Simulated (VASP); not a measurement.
Level of theory: PBEsol GGA, VASP's PBE PAW potentials (set 64) (plane waves; VASP).

The input files of a VASP run:

POSCAR:
```
CdHg3Se4
12.2515910
  0.0000000000   0.2501573421   0.2501573421
  0.2501573421   0.0000000000   0.2501573421
  1.0000000175   1.0000000175   0.0006293508
Hg Se Cd
3 4 1
Direct
  0.0012175898   0.0012175898   0.9990868077
  0.9996974116   0.9996974116   0.2502269413
  0.9991269478   0.9991269478   0.5006547891
  0.2503515277   0.2503515277   0.0622363542
  0.2495552905   0.2495552905   0.3128335322
  0.2486171889   0.2486171889   0.5635371083
  0.2522300442   0.2522300442   0.8108274667
  0.9992039995   0.9992039995   0.7505970004
```

KPOINTS:
```
Automatic mesh
0
Gamma
10 10 3
0 0 0
```

INCAR:
```
ALGO=Normal
EDIFF=1E-7
ENCUT=400
GGA=PS
ISIF=2
ISMEAR=-5
LASPH=.TRUE.
LCHARG=.TRUE.
LEFG=.TRUE.
LMAXMIX=6
LORBIT=11
LREAL=.FALSE.
LWAVE=.FALSE.
NEDOS=601
NELM=100
PREC=Accurate
SYSTEM=CdHg3Se4
```

POTCAR, in this order: Hg Se Cd (PBE.64 set). Program: vasp_std.

Task: What will the output report for the number of irreducible k-points (NKPTS), number of bands (NBANDS), largest plane-wave count, number of space-group operations, FFT grid (NGX, NGY, NGZ)?

Result: 
The number of irreducible k-points (NKPTS) comes out as 78, the number of bands (NBANDS) comes out as 43 and the largest plane-wave count comes out as 4201. The number of space-group operations is 6. The FFT grid (NGX, NGY, NGZ) comes out as 28 × 28 × 120.

The structure was generated: CdHg3Se4 was put into an ordered model structure (R3m), which need not be its known phase. It was relaxed first.
